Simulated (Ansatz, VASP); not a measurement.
# Cross-check of Ag (Ag wire along [100], 9 atoms a period) between VASP and Ansatz

Aim: how closely do two programs agree when they are given the same cell, functional and k mesh? The structure shown is the start of the Ansatz relaxation below; VASP solves that cell, so the two are compared at the walk's first step.

Calculated with Ansatz 0.2.0; plane waves, with VASP 6.6.1 beside it; single point at PBE.

### 1. Set-up

The cell holds 9 atoms: 9 Ag. Its edges and angles: a = 10.950 Å, b = 10.950 Å, c = 4.150 Å, α = 90.0°, β = 90.0°, γ = 90.0°. Vacuum lies along a and b. The structure's axis is c.

### 2. Ansatz: relaxation, PBE

Ansatz runs on its default PAW (the set named soft_2) files.

The two programs are compared at the cell with which this relaxation starts, whose forces are those of its first step.

The input, input.yaml:

```yaml
crystal:
  lattice:
    - [10.95, 0.0, 0.0]
    - [0.0, 10.95, 0.0]
    - [0.0, 0.0, 4.15]
  atoms:
    - { symbol: Ag, position: [0.310502283, 0.310502283, 0.0] }
    - { symbol: Ag, position: [0.310502283, 0.689497717, 0.0] }
    - { symbol: Ag, position: [0.5, 0.5, 0.0] }
    - { symbol: Ag, position: [0.689497717, 0.310502283, 0.0] }
    - { symbol: Ag, position: [0.689497717, 0.689497717, 0.0] }
    - { symbol: Ag, position: [0.310502283, 0.5, 0.5] }
    - { symbol: Ag, position: [0.5, 0.310502283, 0.5] }
    - { symbol: Ag, position: [0.5, 0.689497717, 0.5] }
    - { symbol: Ag, position: [0.689497717, 0.5, 0.5] }
kpoints:
  mp_grid: { grid: [1, 1, 20] }
scf:
  occupations: { method: fermi_dirac, width: 0.05 }
hamiltonian:
  xc: pbe
relax:
  cell: { fix: [a, b, alpha, beta, gamma] }
  max_steps: 60
```

Command:

```sh
$ ansatz run input.yaml --threads 8 --pin off --max-ram 16384MiB --backend cpu --events-out ev --progress --plain --runs-dir out
```

Numbers of over 12 decimals in the logs are rounded to 6 here.

The log of the run:

```text
Engine: ansatz 0.2.0, aarch64-unknown-linux-gnu
Pseudopotentials: kind: paw
Pseudopotential: Ag, paw, valence charge 19, recommended cutoff 420 eV (normal), Ag.paw.azcp
Functional definition: PBE
  parameter kappa = 0.804
  parameter beta = 0.066725
  exchange = pbe_x(kappa = kappa, mu = beta*pi^2/3)
  correlation = pbe_c(beta = beta)
Crystal: 9 atoms, lattice volume = 497.595 Å³
Basis set: ecut = 420 eV, 9709 PW (Γ), exchange–correlation on 150×150×60 points (8 copies of the dense FFT grid, shifted against one another)
Bands: 103, of which v1, the nominal top of the filled ones, is band 86 counted from 1 (85 counted from 0)
Symmetry: 16 space group operations
Space group: P4/mmm (ITA 123), of the structure as read, at distance tolerance 7.9e-5 Å
k-points: 11 of 20
Non-local potential: Ag, projectors of the file, l = 0: 3, l = 1: 2, l = 2: 2, l = 3: 1
PAW form: soft (Blöchl's): semilocal exchange-correlation on the pseudo side does not see the compensation charge
PAW one-centre angular grid: Ag, 590 points (default); XC on 64 Gauss nodes
Initial density: superposition of atomic densities (neutral atoms: chi_scale 0, normalization atom), corrected by the library's trained network
Initial wavefunctions: pseudopotential atomic-orbital guess
Functional: x = pbe(κ = 0.804, μ = 0.219515), c = pbe(β = 0.066725)
SCF iter   1: F=—  HF=-68309.283551 eV  |F-HF|=—  |Δ(HF+E_count)|=         —  Δρ=2.02e-3  dr2=7.91e-2  ethr=1.77e-3  ⟨swp⟩=5.9  Hψ=4141  notcnv=0  defer=36
preconditioner: auto → LDOS  [metal: Δε(μ)=0.114 eV  Ē_g=7.492 eV  σ=0.050 eV  W_gap=0.47  n_scr=94 (ndim 8)  ℏωp=16.6 eV  f_vac=0.562  D(μ)=4.90/eV (n_scr^D=20)  β→1.0]
SCF iter   2: F=—  HF=-68309.280080 eV  |F-HF|=—  |Δ(HF+E_count)|=   3.47e-3  Δρ=1.55e-3  dr2=1.16e-2  ethr=4.63e-5  ⟨swp⟩=2.1  Hψ=1947  notcnv=0  defer=100
SCF iter   3: F=—  HF=-68309.278638 eV  |F-HF|=—  |Δ(HF+E_count)|=   1.44e-3  Δρ=1.06e-3  dr2=7.57e-3  ethr=6.80e-6  ⟨swp⟩=2.0  Hψ=1966  notcnv=0  defer=100
SCF iter   4: F=—  HF=-68309.277308 eV  |F-HF|=—  |Δ(HF+E_count)|=   1.33e-3  Δρ=3.20e-4  dr2=1.42e-3  ethr=4.43e-6  ⟨swp⟩=2.0  Hψ=1583  notcnv=0  defer=100
SCF iter   5: F=—  HF=-68309.277099 eV  |F-HF|=—  |Δ(HF+E_count)|=   2.09e-4  Δρ=6.81e-5  dr2=8.98e-5  ethr=8.29e-7  ⟨swp⟩=2.2  Hψ=1552  notcnv=0  defer=100
SCF iter   6: F=—  HF=-68309.276905 eV  |F-HF|=—  |Δ(HF+E_count)|=   1.95e-4  Δρ=1.79e-5  dr2=4.29e-6  ethr=5.25e-8  ⟨swp⟩=2.3  Hψ=1406  notcnv=0  defer=100
SCF iter   7: F=—  HF=-68309.276905 eV  |F-HF|=—  |Δ(HF+E_count)|=   4.06e-7  Δρ=1.36e-5  dr2=9.35e-7  ethr=2.51e-9  ⟨swp⟩=2.3  Hψ=1590  notcnv=0  defer=100
SCF iter   8: F=—  HF=-68309.276905 eV  |F-HF|=—  |Δ(HF+E_count)|=   1.90e-7  Δρ=4.97e-6  dr2=1.14e-7  ethr=5.47e-10  ⟨swp⟩=2.1  Hψ=1723  notcnv=0  defer=100
SCF iter   9: F=-68309.276905 eV  HF=-68309.276905 eV  |F-HF|=1.31e-9  |Δ(HF+E_count)|=   4.82e-9  Δρ=1.11e-6  dr2=8.72e-9  ethr=5.85e-11  ⟨swp⟩=4.0  Hψ=3607  notcnv=0
SCF 1 converged in 9 iterations: F = -68309.276905 eV  dr2 = 8.72e-9
  greatest PAW one-centre occupation: 1.000 electrons in one spin orbital (limit 2), on the Ag atom at site 2 (counted from 0), in its partial waves of l = 0
relax step   1: F+E_penalty+E_count = -68309.27690488 eV  Δ(F+E_penalty+E_count) = +0.000e0 eV  max|allowed force component| = 3.647e-1 eV/Å  Δτ_max = 0.0000 Å  P = -1.568 GPa  Ω = 497.595 Å³  fix = [a, b, alpha, beta, gamma]  reactions: a -1.070, b -1.070 GPa  (9 SCF iters, dr2 threshold 1.00e-7 eV, accepted)
[...]
relax step  10: F+E_penalty+E_count = -68310.85169582 eV  Δ(F+E_penalty+E_count) = -1.760e-2 eV  max|allowed force component| = 3.876e-2 eV/Å  Δτ_max = 0.0992 Å  P = -0.372 GPa  Ω = 342.130 Å³  energy of the carried Pulay correction = +2.666e-2 eV  fix = [a, b, alpha, beta, gamma]  reactions: a -0.421, b -0.421 GPa  (7 SCF iters, dr2 threshold 7.17e-7 eV, accepted)
[...]
relax step  11: F+E_penalty+E_count = -68310.85519991 eV  Δ(F+E_penalty+E_count) = -3.504e-3 eV  max|allowed force component| = 6.231e-3 eV/Å  Δτ_max = 0.0226 Å  P = -0.221 GPa  Ω = 341.082 Å³  energy of the carried Pulay correction = +2.688e-2 eV  fix = [a, b, alpha, beta, gamma]  reactions: a -0.337, b -0.337 GPa  (6 SCF iters, dr2 threshold 1.90e-7 eV, accepted)
[...]
relax step  12: F+E_penalty+E_count = -68310.84351273 eV  Δ(F+E_penalty+E_count) = +1.169e-2 eV  max|allowed force component| = 6.325e-3 eV/Å  Δτ_max = 0.0000 Å  P = -0.237 GPa  Ω = 341.082 Å³  fix = [a, b, alpha, beta, gamma]  reactions: a -0.345, b -0.345 GPa  stress off target by 2.04e-2 GPa on what of the cell is left free  SCF on the basis re-selected at this cell (its energy is not comparable with the rows above)  (8 SCF iters)
basis re-selected at this cell: Δ(F+E_penalty+E_count) = +1.169e-2 eV, ΔP = -0.015 GPa vs the last step (what re-selecting the basis moved, of the pressure what is left beyond the Pulay correction that the steps carried, after the strain that the cell walked since its last selection, with what the two solves' SCF thresholds leave and, on support functions, any second-order correction that the steps lacked; it is no measure of the basis error at this ecutwfc). The dense FFT grid was sized anew with the basis: this SCF ran on 75×75×20 points, the steps before it on 75×75×30, so part of this shift can come from that change (see relax.cell in the input reference). [rest of the remark cut]
SCF converged after 8 iterations
Free energy (F): -68310.843513 eV
Harris-Foulkes:  -68310.843513 eV  (|F-HF|=5.82e-11)
Internal energy: -68310.811476 eV  (E = F + TS)
E sigma→0 (E₀):  -68310.827494 eV
Entropy (-TS):   -0.032037 eV (-3.560 meV/atom)
Fermi energy:    5.452964 eV
--- Per-component energies (eV) ---
  E_band       = -4086.388124
  E_kinetic    = 4746.007348
  E_local      = -62223.473412  (includes V_loc(G=0)·N_el)
  E_nonlocal   = 725.228022
  E_hartree    = 29242.650796
  E_xc         = -1656.195380
  E_vxc        = -2102.999002  (∫ρ·V_xc dr)
  E_paw        = -35125.179963  (= ΣΔE_a)
  E_vpaw       = -3716.457611  (= ΣTr[D̂ρ^β])
  E_aug_tail   = 0.002789  (compensation charges beyond the density's cutoff)
  E_ewald      = -4019.851676
  E_smearing   = -0.032037  (= −TS)
  E_closure    = -0.000000  (closes the sum)
  Σ components = -68310.843513   (vs F -68310.843513, Δ=0.00e0)
--- Forces (eV/Å), atoms counted from 1 ---
  atom   1  Ag    -0.00632467    -0.00632467     0.00000000
  atom   2  Ag    -0.00632467     0.00632467     0.00000000
  atom   3  Ag     0.00000000     0.00000000     0.00000000
  atom   4  Ag     0.00632467    -0.00632467     0.00000000
  atom   5  Ag     0.00632467     0.00632467     0.00000000
  atom   6  Ag     0.00491555     0.00000000     0.00000000
  atom   7  Ag     0.00000000     0.00491555     0.00000000
  atom   8  Ag     0.00000000    -0.00491555     0.00000000
  atom   9  Ag    -0.00491555     0.00000000     0.00000000
  max |Σ_I F_I| component: 6.94e-18 eV/Å
--- Stress (GPa, compression-positive) ---
       -0.344674       0.000000       0.000000
        0.000000      -0.344674       0.000000
        0.000000       0.000000      -0.020371
  P = ⅓ Tr σ = -0.2366 GPa (-2.366 kbar)
--- Relaxed structure (11 steps of the walk, 11 accepted, 1 SCFs on fresh bases) ---
  F+E_penalty+E_count = -68310.84351273 eV   max|allowed force component| = 6.325e-3 eV/Å   (the final SCF, on the basis selected at the relaxed cell)
  cell:  # Å, volume = 341.0818 Å³
    - [10.95, 0.0, 0.0]
    - [0.0, 10.95, 0.0]
    - [0.0, 0.0, 2.844659]
  atoms:
    - { symbol: Ag, position: [0.279028, 0.279028, 0.0] }
    - { symbol: Ag, position: [0.279028, 0.720972, 0.0] }
    - { symbol: Ag, position: [0.500000, 0.500000, 0.0] }
    - { symbol: Ag, position: [0.720972, 0.279028, 0.0] }
    - { symbol: Ag, position: [0.720972, 0.720972, 0.0] }
    - { symbol: Ag, position: [0.263073, 0.500000, 0.500000] }
    - { symbol: Ag, position: [0.500000, 0.263073, 0.500000] }
    - { symbol: Ag, position: [0.500000, 0.736927, 0.500000] }
    - { symbol: Ag, position: [0.736927, 0.500000, 0.500000] }
```

Reading the cycles: dr2 is the Hartree energy of the density residual (eV), the measure of convergence; HF is the Harris–Foulkes estimate of the energy, which meets the free energy F at convergence.

### 3. VASP: single point, PBE, start cell

The same cell, functional, mesh and smearing now go to VASP, with its own data sets.

Lines of VASP's logs that name or quote its potential files are left out, and so is its time.

The input, INCAR:

```
SYSTEM = Ag
PREC = Accurate
ENCUT = 400
EDIFF = 1E-06
NELM = 120
ISMEAR = -1
SIGMA = 0.05
LREAL = .FALSE.
ALGO = Normal
GGA = PE
NBANDS = 61
LASPH = .TRUE.
LORBIT = 11
LWAVE = .FALSE.
LCHARG = .FALSE.
ISIF = 2
GGA_COMPAT = .FALSE.
KPAR = 2
```

The input, POSCAR:

```
Ag
1.0
   10.9500000000      0.0000000000      0.0000000000
    0.0000000000     10.9500000000      0.0000000000
    0.0000000000      0.0000000000      4.1500000000
Ag
9
Direct
    0.3105022831      0.3105022831      0.0000000000
    0.3105022831      0.6894977169      0.0000000000
    0.5000000000      0.5000000000      0.0000000000
    0.6894977169      0.3105022831      0.0000000000
    0.6894977169      0.6894977169      0.0000000000
    0.3105022831      0.5000000000      0.5000000000
    0.5000000000      0.3105022831      0.5000000000
    0.5000000000      0.6894977169      0.5000000000
    0.6894977169      0.5000000000      0.5000000000
```

The input, KPOINTS:

```
Automatic mesh
0
Gamma
1 1 20
0 0 0
```

PAW data sets: Ag (PBE family, release 64).

Command:

```sh
$ mpirun -np 2 vasp_std
```

The log of the run:

```text
[banner, memory and clock lines left out]
running    2 mpi-ranks, on    1 nodes
 distrk:  each k-point on    1 cores,    2 groups
 distr:  one band on    1 cores,    1 groups

 POSCAR found type information on POSCAR Ag
 POSCAR found :  1 types and       9 ions
 LDA part: xc-table for (Slater+PW92), standard interpolation
 POSCAR, INCAR and KPOINTS ok, starting setup
 FFT: planning ... GRIDC
 FFT: planning ... GRID_SOFT
 FFT: planning ... GRID
 WAVECAR not read
 entering main loop
       N       E                     dE             d eps       ncg     rms          rms(c)
DAV:   1     0.519312978912E+03    0.51931E+03   -0.37234E+04  1342   0.110E+03
DAV:   2     0.597676663292E+01   -0.51334E+03   -0.47686E+03  1497   0.247E+02
DAV:   3    -0.197796317795E+02   -0.25756E+02   -0.25227E+02  1471   0.517E+01
DAV:   4    -0.201987610279E+02   -0.41913E+00   -0.41861E+00  1484   0.687E+00
DAV:   5    -0.202066910826E+02   -0.79301E-02   -0.79291E-02  1497   0.947E-01    0.917E+00
DAV:   6    -0.188987303281E+02    0.13080E+01   -0.44809E+00  1387   0.104E+01    0.611E+00
DAV:   7    -0.188130857384E+02    0.85645E-01   -0.22260E-01  1398   0.182E+00    0.318E+00
DAV:   8    -0.187951485260E+02    0.17937E-01   -0.30022E-02  1382   0.844E-01    0.432E-01
DAV:   9    -0.187943793440E+02    0.76918E-03   -0.22845E-03  1456   0.352E-01    0.118E-01
DAV:  10    -0.187944203849E+02   -0.41041E-04   -0.59117E-04  1384   0.106E-01    0.659E-02
DAV:  11    -0.187949892323E+02   -0.56885E-03   -0.12992E-03  1352   0.115E-01    0.397E-02
DAV:  12    -0.187956506728E+02   -0.66144E-03   -0.25720E-04  1414   0.794E-02    0.213E-02
DAV:  13    -0.187959163537E+02   -0.26568E-03   -0.44906E-05  1382   0.380E-02    0.125E-02
DAV:  14    -0.187960782901E+02   -0.16194E-03   -0.30182E-05  1372   0.174E-02    0.658E-03
DAV:  15    -0.187960860931E+02   -0.78029E-05   -0.59077E-06  1238   0.148E-02    0.376E-03
DAV:  16    -0.187960882037E+02   -0.21106E-05   -0.13423E-06   864   0.701E-03    0.155E-03
DAV:  17    -0.187960889784E+02   -0.77469E-06   -0.71020E-07   849   0.307E-03
   1 F= -.18796089E+02 E0= -.18775774E+02  d E =-.406307E-01
```

Parts of OUTCAR (step 3):

```text
ion  position               nearest neighbor table
   1  0.311  0.311  0.000-   6 2.93   7 2.93   6 2.93   7 2.93   3 2.93
   2  0.311  0.689  0.000-   6 2.93   8 2.93   6 2.93   8 2.93   3 2.93
   3  0.500  0.500  0.000-   6 2.93   7 2.93   8 2.93   9 2.93   6 2.93   7 2.93   8 2.93   9 2.93
                             1 2.93   2 2.93   4 2.93   5 2.93
   4  0.689  0.311  0.000-   7 2.93   9 2.93   7 2.93   9 2.93   3 2.93
   5  0.689  0.689  0.000-   8 2.93   9 2.93   8 2.93   9 2.93   3 2.93
   6  0.311  0.500  0.500-   1 2.93   2 2.93   3 2.93   1 2.93   2 2.93   3 2.93   8 2.93   7 2.93

  LATTYP: Found a simple tetragonal cell.
 ALAT       =    10.9500000000
 C/A-ratio  =     0.3789954338

 Subroutine GETGRP returns: Found 16 space group operations
 (whereof 16 operations were pure point group operations)

The static configuration has the point symmetry D_4h.

 Found     11 irreducible k-points:

   k-points           NKPTS =     11   k-points in BZ     NKDIM =     11   number of bands    NBANDS=     61

   dimension x,y,z NGX =    72 NGY =   72 NGZ =   28
   dimension x,y,z NGXF=   144 NGYF=  144 NGZF=   56

   ENCUT  =  400.0 eV  29.40 Ry    5.42 a.u.  17.86 17.86  6.77*2*pi/ulx,y,z

   NELECT =      99.0000    total number of electrons

 k-points in reciprocal lattice and weights: Automatic mesh
   0.00000000  0.00000000  0.00000000       0.050
   0.00000000  0.00000000  0.05000000       0.100
   0.00000000  0.00000000  0.10000000       0.100
   0.00000000  0.00000000  0.15000000       0.100
   0.00000000  0.00000000  0.20000000       0.100
   0.00000000  0.00000000  0.25000000       0.100
   0.00000000  0.00000000  0.30000000       0.100
   0.00000000  0.00000000  0.35000000       0.100
   0.00000000  0.00000000  0.40000000       0.100
   0.00000000  0.00000000  0.45000000       0.100
   0.00000000  0.00000000  0.50000000       0.050

 average (electrostatic) potential at core
       1 -78.7751       2 -78.7751       3 -79.2836       4 -78.7751       5 -78.7751
       6 -79.0416       7 -79.0416       8 -79.0416       9 -79.0416

 E-fermi :  -0.2051

 k-point     1 :       0.0000    0.0000    0.0000
  band No.  band energies     occupation
    ...
     47      -2.8495      2.00000
     48      -2.8495      2.00000
     49      -1.1277      2.00000
     50      -0.3565      1.90759
     51      -0.3081      1.77405
     52       1.3498      0.00000
     53       1.3498      0.00000
     54       2.2345      0.00000
     55       2.2345      0.00000
     56       3.1196      0.00000
    ...

 k-point     2 :       0.0000    0.0000    0.0500
  band No.  band energies     occupation
    ...
     47      -2.8176      2.00000
     48      -2.8176      2.00000
     49      -1.1068      2.00000
     50      -0.3257      1.83535
     51      -0.2852      1.66435
     52       1.3712      0.00000
     53       1.3712      0.00000
     54       2.2733      0.00000
     55       2.2733      0.00000
     56       3.1272      0.00000
    ...

 k-point     3 :       0.0000    0.0000    0.1000
  band No.  band energies     occupation
    ...
     47      -2.7438      2.00000
     48      -2.7438      2.00000
     49      -1.0439      2.00000
     50      -0.2344      1.28502
     51      -0.2165      1.11364
     52       1.4348      0.00000
     53       1.4348      0.00000
     54       2.3875      0.00000
     55       2.3875      0.00000
     56       2.7890      0.00000
    ...

  Total       -3.7992817     -3.7992817     -8.4288406      0.0000000     -0.0000000     -0.0000000
  in kB      -12.2330780    -12.2330780    -27.1395154      0.0000000     -0.0000000     -0.0000000
  external PRESSURE =     -17.2018904 kB  Pullay stress =       0.0000000 kB

  energy-cutoff  :      400.00
  volume of cell :      497.60
      direct lattice vectors                 reciprocal lattice vectors
    10.950000000  0.000000000  0.000000000     0.091324201  0.000000000  0.000000000
     0.000000000 10.950000000  0.000000000     0.000000000  0.091324201  0.000000000
     0.000000000  0.000000000  4.150000000     0.000000000  0.000000000  0.240963855

 POSITION                                       TOTAL-FORCE (eV/Angst)
 -----------------------------------------------------------------------------------
      3.40000      3.40000      0.00000         0.366530      0.366530      0.000000
      3.40000      7.55000      0.00000         0.366530     -0.366530      0.000000
      5.47500      5.47500      0.00000        -0.000000     -0.000000      0.000000
      7.55000      3.40000      0.00000        -0.366530      0.366530      0.000000
      7.55000      7.55000      0.00000        -0.366530     -0.366530      0.000000
      3.40000      5.47500      2.07500         0.109596     -0.000000      0.000000
      5.47500      3.40000      2.07500        -0.000000      0.109596     -0.000000
      5.47500      7.55000      2.07500        -0.000000     -0.109596      0.000000
      7.55000      5.47500      2.07500        -0.109596     -0.000000     -0.000000
 -----------------------------------------------------------------------------------
    total drift:                                0.000000      0.000000      0.000000

  FREE ENERGIE OF THE ION-ELECTRON SYSTEM (eV)
  ---------------------------------------------------
  free  energy   TOTEN  =       -18.7960889784 eV

  energy  without entropy=      -18.7554582953  energy(sigma->0) =      -18.77577364

 total charge
# of ion       s       p       d       tot
------------------------------------------
    1        0.412   0.103   9.235   9.750
    2        0.412   0.103   9.235   9.750
    3        0.372   0.262   9.176   9.809
    4        0.412   0.103   9.235   9.750
    5        0.412   0.103   9.235   9.750
    6        0.385   0.184   9.198   9.767
    7        0.385   0.184   9.198   9.767
    8        0.385   0.184   9.198   9.767
    9        0.385   0.184   9.198   9.767
--------------------------------------------------
tot          3.560   1.412  82.905  87.878

[... 3 further parts left out ...]
```

### 4. Side by side

Known differences besides the potentials themselves: the data sets hold 171 valence electrons in Ansatz (on its default PAW (the set named soft_2) files) and 99 in VASP; the cutoff is 420 eV in Ansatz and 400 eV in VASP. Total energies have different zeros and are not compared.

Forces (eV/Å; atoms numbered as in POSCAR):

```tsv
atom	Ansatz x, y, z	VASP x, y, z
Ag1	0.365, 0.365, 0.000	0.367, 0.367, 0.000
Ag2	0.365, -0.365, 0.000	0.367, -0.367, 0.000
Ag3	0.000, 0.000, 0.000	0.000, 0.000, 0.000
Ag4	-0.365, 0.365, 0.000	-0.367, 0.367, 0.000
Ag5	-0.365, -0.365, 0.000	-0.367, -0.367, 0.000
Ag6	0.107, 0.000, 0.000	0.110, 0.000, 0.000
Ag7	0.000, 0.107, 0.000	0.000, 0.110, 0.000
Ag8	0.000, -0.107, 0.000	0.000, -0.110, 0.000
Ag9	-0.107, 0.000, 0.000	-0.110, 0.000, 0.000
```

The forces differ by 1.4 meV/Å r.m.s., which is 0.7 % of the r.m.s. force of 0.204 eV/Å (both taken over all components).

### 5. Results

```json
{
 "r.m.s. force difference (single point, PBE, start cell)": "0.67 % of the r.m.s. force"
}
```

The r.m.s. force difference is 0.67 % of the r.m.s. force (single point, PBE, start cell), within the 3 % picked in this series as the mark of a large difference. The data sets hold unlike numbers of valence electrons (171 in Ansatz and 99 in VASP), so part of the differences comes from the potentials. How closely two codes agree says nothing of how well the functional describes the real material.

[Lines on the potential files, build, host, timing and source positions are cut from VASP's logs without a mark.]

[Logs are printed without paths, hosts, clocks, repeated set-up lines and the standing remarks that a program may print on its own settings, such as how far it seeks lower states.]

[Hosts, paths, dates, database ids (printed as entryN), source tags and the programs' standing remarks are cut or masked in the printed files.]
